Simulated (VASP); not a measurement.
These are vdW-DF-cx, VASP's PBE PAW potentials (set 64) (plane waves; VASP) values and carry that method's errors.

VASP input:

**POSCAR**
```
CdS
1
    0.0000000000     2.9293274764     2.9293274764
    2.9293274764     0.0000000000     2.9293274764
    2.9293274764     2.9293274764     0.0000000000
Cd S
1 1
Direct
  0.0000000000   0.0000000000   0.0000000000
  0.2500000000   0.2500000000   0.2500000000
```

**KPOINTS**
```
Regular mesh
0
G
  9 9 9
```

**INCAR**
```
! general
SYSTEM   = CdS
PREC     = Accurate
ENCUT    = 520
LREAL    = .FALSE.
LASPH    = .TRUE.

! electronic loop
EDIFF    = 1E-7
NELM     = 100
ALGO     = Normal
LMAXMIX  = 4

! smearing
ISMEAR   = -5

! functional
GGA      = CX
LUSE_VDW = .TRUE.
AGGAC    = 0.0

! ions
ISIF     = 2

! output
LWAVE    = .FALSE.
LCHARG   = .TRUE.
LORBIT   = 11
NEDOS    = 601
```

POTCAR, in this order: Cd S (PBE.64 set). Program: vasp_std.

**Question.** What will the output report for the number of irreducible k-points (NKPTS), largest plane-wave count, number of space-group operations, FFT grid (NGX, NGY, NGZ)?

**Answer.** 
```json
{
 "number of irreducible k-points (NKPTS)": "35",
 "largest_plane_wave_count": "1369",
 "number_of_space_group_operations": "24",
 "FFT grid (NGX, NGY, NGZ)": "32 × 32 × 32"
}
```

The compound is CdS in the zinc blende structure, a metastable form; wurtzite is the usual one. It was relaxed first.
